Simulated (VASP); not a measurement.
# SiIH3 in VASP: notebook

Runs on SiIH3. Level: PBE. Tasks: single point, relaxation of the atoms.

Everything below comes from runs of VASP 6.6.1. Logs are shortened: lines on timing, memory, paths and dates and some standing lists are left out, and cuts for length are marked.

## (1) The undisturbed molecule

The cell holds a molecule in a box, 5 atoms: a = 13.000 Å, b = 12.000 Å, c = 12.000 Å, α = 90.00°, β = 90.00°, γ = 90.00°.

## (2) Single point, PBE (atoms moved at random, drawn with an rms of 0.05 Å)

INCAR

```
ALGO     = Normal         # electronic algorithm
EDIFF    = 1E-7           # SCF threshold, eV
ENCUT    = 520            # plane-wave cutoff, eV
GGA      = PE             # functional
ISIF     = 2              # what is computed and relaxed
ISMEAR   = 0              # smearing method
LASPH    = True           # aspherical terms in the spheres
LCHARG   = False          # write CHGCAR
LREAL    = False          # projectors in reciprocal space
LWAVE    = False          # write WAVECAR
NBANDS   = 15             # bands
NELM     = 80             # most SCF steps
PREC     = Accurate       # precision mode
SIGMA    = 0.01           # smearing width, eV
```

KPOINTS

```
k-points
0
Gamma
  1 1 1
```

POSCAR

```
SiH3I
1.0
   13.0000000000      0.0000000000      0.0000000000
    0.0000000000     12.0000000000      0.0000000000
    0.0000000000      0.0000000000     12.0000000000
Si I H
1 1 3
Direct
    0.4638780000      0.4877180000      0.4992280000
    0.6177110000      0.4019350000      0.5694670000
    0.3837240000      0.4861490000      0.5931360000
    0.4211430000      0.4200930000      0.4112580000
    0.4794410000      0.6032190000      0.4602440000
```

Potentials or basis: VASP PAW PBE potentials, release 64 (Si, I, H).

Run with:

```sh
cat potpaw_PBE.64/Si/POTCAR potpaw_PBE.64/I/POTCAR potpaw_PBE.64/H/POTCAR > POTCAR
mpirun -np 1 vasp_gam > vasp.out
```

OUTCAR:

```text
EDIFF = 1E-7
   ENCUT = 520
   GGA = PE
   ISIF = 2
   ISMEAR = 0
   LASPH = True
   LREAL = False
   NELM = 80
   PREC = Accurate

 ion  position               nearest neighbor table
   1  0.464  0.488  0.499-   4 1.44   5 1.48   3 1.53   2 2.40
   2  0.618  0.402  0.569-   1 2.40
   3  0.384  0.486  0.593-   1 1.53
   4  0.421  0.420  0.411-   1 1.44
   5  0.479  0.603  0.460-   1 1.48

  LATTYP: Found a simple tetragonal cell.
 ALAT       =    12.0000000000
 C/A-ratio  =     1.0833333333

  Lattice vectors:

 A1 = (   0.0000000000,  12.0000000000,   0.0000000000)
 A2 = (   0.0000000000,   0.0000000000,  12.0000000000)
 A3 = (  13.0000000000,   0.0000000000,   0.0000000000)

Analysis of symmetry for initial positions (statically):
=====================================================================
 Subroutine PRICEL returns:
 Original cell was already a primitive cell.

 Routine SETGRP: Setting up the symmetry group for a
 simple tetragonal supercell.

 Subroutine GETGRP returns: Found  1 space group operations
 (whereof  1 operations were pure point group operations)
 out of a pool of 16 trial point group operations.

The static configuration has the point symmetry C_1 .

Analysis of symmetry for dynamics (positions and initial velocities):
=====================================================================
 Subroutine PRICEL returns:
 Original cell was already a primitive cell.

 Routine SETGRP: Setting up the symmetry group for a
 simple tetragonal supercell.

 Subroutine GETGRP returns: Found  1 space group operations
 (whereof  1 operations were pure point group operations)
 out of a pool of 16 trial point group operations.

The dynamic configuration has the point symmetry C_1 .

 Subroutine INISYM returns: Found  1 space group operations
 (whereof  1 operations are pure point group operations),
 and found     1 'primitive' translations

----------------------------------------------------------------------------------------

                                     Primitive cell

  volume of cell :    1872.0000

  direct lattice vectors                    reciprocal lattice vectors
    13.000000000  0.000000000  0.000000000     0.076923077  0.000000000  0.000000000
     0.000000000 12.000000000  0.000000000     0.000000000  0.083333333  0.000000000
     0.000000000  0.000000000 12.000000000     0.000000000  0.000000000  0.083333333

  length of vectors
    13.000000000 12.000000000 12.000000000     0.076923077  0.083333333  0.083333333

  position of ions in fractional coordinates (direct lattice)
     0.463878000  0.487718000  0.499228000
     0.617711000  0.401935000  0.569467000
     0.383724000  0.486149000  0.593136000
     0.421143000  0.420093000  0.411258000
     0.479441000  0.603219000  0.460244000

  ion indices of the primitive-cell ions
   primitive index   ion index
                 1           1
                 2           2
                 3           3
                 4           4
                 5           5

----------------------------------------------------------------------------------------

 KPOINTS: k-points

Automatic generation of k-mesh.
 Grid dimensions read from file:
 generate k-points for:    1    1    1

 Generating k-lattice:

  Cartesian coordinates                     Fractional coordinates (reciprocal lattice)
     0.076923077  0.000000000  0.000000000     1.000000000  0.000000000  0.000000000
     0.000000000  0.083333333  0.000000000     0.000000000  1.000000000  0.000000000
     0.000000000  0.000000000  0.083333333     0.000000000  0.000000000  1.000000000

  Length of vectors
     0.076923077  0.083333333  0.083333333

  Shift w.r.t. Gamma in fractional coordinates (k-lattice)
     0.000000000  0.000000000  0.000000000

 Subroutine IBZKPT returns following result:
 ===========================================

 Found      1 irreducible k-points:

 Following reciprocal coordinates:
            Coordinates               Weight
  0.000000  0.000000  0.000000      1.000000
   k-points           NKPTS =      1   k-points in BZ     NKDIM =      1   number of bands    NBANDS=     15
   number of dos      NEDOS =    301   number of ions     NIONS =      5
   total plane-waves  NPLWV = 793800
   dimension x,y,z NGX =    98 NGY =   90 NGZ =   90
   dimension x,y,z NGXF=   196 NGYF=  180 NGZF=  180
   ions per type =               1   1   3
   NGX,Y,Z   is equivalent  to a cutoff of  12.53, 12.47, 12.47 a.u.
   NGXF,Y,Z  is equivalent  to a cutoff of  25.06, 24.94, 24.94 a.u.
 SYSTEM =  unknown system
   PREC   = accura    normal or accurate (medium, high low for compatibility)
   ISTART =      0    job   : 0-new  1-cont  2-samecut
   ICHARG =      2    charge: 1-file 2-atom 10-const
   ISPIN  =      1    spin polarized calculation?
   LNONCOLLINEAR =      F non collinear calculations
   LSORBIT =      F    spin-orbit coupling
   LASPH  =      T    aspherical Exc in radial PAW
   ENCUT  =  520.0 eV  38.22 Ry    6.18 a.u.  24.17 22.31 22.31*2*pi/ulx,y,z
   NELM   =     80;   NELMIN=  2; NELMDL= -5     # of ELM steps
   EDIFF  = 0.1E-06   stopping-criterion for ELM
   LREAL  =      F    real-space projection
   EDIFFG = 0.1E-05   stopping-criterion for IOM
   NSW    =      0    number of steps for IOM
   IBRION =     -1    ionic relax: 0-MD 1-quasi-New 2-CG
   NFREE  =      0    steps in history (QN), initial steepest desc. (CG)
   ISIF   =      2    stress and relaxation
   ISYM   =      2    0-nonsym 1-usesym 2-fastsym
   POTIM  = 0.5000    time-step for ionic-motion
   TEBEG  =    0.0;   TEEND  =   0.0 temperature during run
   PSTRESS=    0.0 pullay stress
   NELECT =      14.0000    total number of electrons
   NUPDOWN=      -1.0000    fix difference up-down
   EMIN   =  10.00;   EMAX   =-10.00  energy-range for DOS
   EFERMI =   0.00;   METHOD = LEGACY
   ISMEAR =     0;   SIGMA  =   0.01  broadening in eV -4-tet -1-fermi 0-gaus
   EFERMI_NEDOS =   21; number of points for ismear=-14 and -15
   IALGO  =     38    algorithm
   IMIX   =      4    mixing-type and parameters
     AMIX     =   0.40;   BMIX     =  1.00
     AMIX_MAG =   1.60;   BMIX_MAG =  1.00
  volume/ion in A,a.u.               =     374.40      2526.58
  Fermi-wavevector in a.u.,A,eV,Ry     =   0.320147  0.604989  1.394513  0.102494
  Thomas-Fermi vector in A             =   1.206503
   LORBIT       =      0    0 simple, 1 ext, 2 COOP (PROOUT), +10 PAW based schemes
   GGA     = PE    functional components
   LHFCALC =     F    Hartree Fock is set to
   AEXX    =    0.0000 exact exchange contribution
   IVDW    =     0    specifies the selected vdW correction
   LEPSILON=     F    determine dielectric tensor
   LRPA    =     F    only Hartree local field effects (RPA)
 non-spin polarized calculation
 Gauss-broadening in eV      SIGMA  =   0.01
  energy-cutoff  :      520.00
  volume of cell :     1872.00
 maximum number of plane-waves:     25235
 NGX is ok and might be reduce to    98
   NGX = 49   NGY = 45   NGZ = 45

 number of electron      14.0000000 magnetization

 Free energy of the ion-electron system (eV)
  ---------------------------------------------------
  ext. energy  EPLUGINS =         0.00000000
  ---------------------------------------------------
  free energy    TOTEN  =       -17.45710366 eV

  energy without entropy =      -17.45710366  energy(sigma->0) =      -17.45710366

 E-fermi :  -6.2840     XC(G=0):  -0.7809

 val. band max:       -6.3621373026   @ k =   0.0000   0.0000   0.0000
 cond. band min:      -1.3272119764   @ k =   0.0000   0.0000   0.0000
 fundamental gap:      5.0349253262
 Fermi energy:        -6.2839521212

 k-point     1 :       0.0000    0.0000    0.0000
  band No.  band energies     occupation
      1     -17.4005      2.00000
      2     -13.1008      2.00000
      3      -8.8320      2.00000
      4      -8.5755      2.00000
      5      -8.3252      2.00000
      6      -6.4180      2.00000
      7      -6.3621      2.00000
      8      -1.3272      0.00000
      9      -0.4615      0.00000
     10      -0.0561      0.00000
     11       0.1689      0.00000
     12       0.4313      0.00000
     13       0.7559      0.00000
     14       0.7888      0.00000
     15       0.9059      0.00000

------------------------ aborting loop because EDIFF is reached ----------------------------------------

  FORCE on cell =-STRESS in cart. coord.  units (eV):
  Direction    XX          YY          ZZ          XY          YZ          ZX
  --------------------------------------------------------------------------------------
  -------------------------------------------------------------------------------------
  Total        0.7371243      0.8100304      0.4290331     -0.1941462      0.3987730      1.1837621
  in kB        0.6308781      0.6932759      0.3671940     -0.1661627      0.3412954      1.0131393
  external PRESSURE =       0.5637827 kB  Pullay stress =       0.0000000 kB

 VOLUME and BASIS-vectors are now :
 -----------------------------------------------------------------------------
  energy-cutoff  :      520.00
  volume of cell :     1872.00
      direct lattice vectors                 reciprocal lattice vectors
    13.000000000  0.000000000  0.000000000     0.076923077  0.000000000  0.000000000
     0.000000000 12.000000000  0.000000000     0.000000000  0.083333333  0.000000000
     0.000000000  0.000000000 12.000000000     0.000000000  0.000000000  0.083333333

 POSITION                                       TOTAL-FORCE (eV/Angst)
 -----------------------------------------------------------------------------------
      6.03041      5.85262      5.99074        -1.071530      0.369816      1.057447
      8.03024      4.82322      6.83360         0.579764     -0.189928      0.163115
      4.98841      5.83379      7.11763         0.506932      0.118186     -0.428436
      5.47486      5.04112      4.93510        -0.197355     -0.486602     -0.753640
      6.23273      7.23863      5.52293         0.182189      0.188528     -0.038486
 -----------------------------------------------------------------------------------
    total drift:                                0.000018     -0.000238     -0.000080

  FREE ENERGIE OF THE ION-ELECTRON SYSTEM (eV)
  ---------------------------------------------------
  free  energy   TOTEN  =       -17.4571036613 eV

  energy  without entropy=      -17.4571036613  energy(sigma->0) =      -17.45710366
```

Run time: 2.8 min. Hardware: 1 thread of Intel Xeon Platinum 8488C (Sapphire Rapids), shared host; peak memory 1.3 GiB.

What came out:

```
Free energy                     : -17.4571 eV
Largest force                   : 1.550 eV/Å
Gap between the frontier levels : 5.03 eV
```

Forces on the atoms (eV/Å):
```
Si  -1.072  0.370  1.057
I    0.580 -0.190  0.163
H    0.507  0.118 -0.428
H   -0.197 -0.487 -0.754
H    0.182  0.189 -0.038
```

Caveat: spin-orbit coupling is left out, which moves the levels of the heavy elements.

[end of part 1 of 2]
